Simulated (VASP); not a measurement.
The input files of a VASP run:

KPOINTS:
```
Automatic
0
G
 4 4 3
0 0 0
```

File POSCAR:
```
BiP
1
    4.2767720000     0.0000000000     0.0000000000
   -2.1383860000     3.7037930000     0.0000000000
    0.0000000000     0.0000000000     5.9607730000
Bi P
2 2
Direct
  0.0000000000   0.0000000000   0.0000000000
  0.0000000000   0.0000000000   0.5000000000
  0.3333330000   0.6666670000   0.2500000000
  0.6666670000   0.3333330000   0.7500000000
```

**INCAR**
```
SYSTEM = BiP
PREC = Accurate
ENCUT = 300
EDIFF = 1E-6
NELM = 100
ALGO = Normal
LREAL = .FALSE.
LASPH = .TRUE.
ISMEAR = 0
SIGMA = 0.1
GGA = PE
LMAXMIX = 4
LWAVE = .FALSE.
LCHARG = .FALSE.
ISIF = 2
```

POTCAR, in this order: Bi_d P (PBE.64 set). Program: vasp_std.

Translate this PBE calculation to Quantum ESPRESSO's pw.x.

One equivalent input (not run):
```
&CONTROL
  calculation = 'scf'
  pseudo_dir = './pseudo'
  outdir = './out'
  tprnfor = .true.
  tstress = .true.
/
&SYSTEM
  ibrav = 0
  nat = 4
  ntyp = 2
  ecutwfc = 66
  occupations = 'smearing'
  smearing = 'gaussian'
  degauss = 0.00735
  input_dft = 'pbe'
/
&ELECTRONS
  conv_thr = 7.3e-08
  electron_maxstep = 100
/
ATOMIC_SPECIES
  Bi 208.980 Bi.upf
  P 30.974 P.upf
CELL_PARAMETERS angstrom
     4.2767720    0.0000000    0.0000000
    -2.1383860    3.7037930    0.0000000
     0.0000000    0.0000000    5.9607730
ATOMIC_POSITIONS crystal
  Bi   0.0000000  0.0000000  0.0000000
  Bi   0.0000000  0.0000000  0.5000000
  P    0.3333330  0.6666670  0.2500000
  P    0.6666670  0.3333330  0.7500000
K_POINTS automatic
  4 4 3 0 0 0
```
What does not carry over: the potentials are each code's own (VASP's PAW set, PseudoDojo norm-conserving files in pw.x), so ENCUT and ecutwfc are chosen apart and not converted; conv_thr bounds pw.x's estimated SCF error, while EDIFF bounds the energy change between steps.

The structure was generated: BiP was put into an ordered model structure, which need not be its known phase. The cell was not relaxed at this level. The k-mesh is coarse (spacing up to 0.42 per Å, 2π included), so the numbers may not be converged in it. The run is one of a series of settings (KPOINTS 4×4×3 Γ-centred mesh against the base run), some of them coarse on purpose.
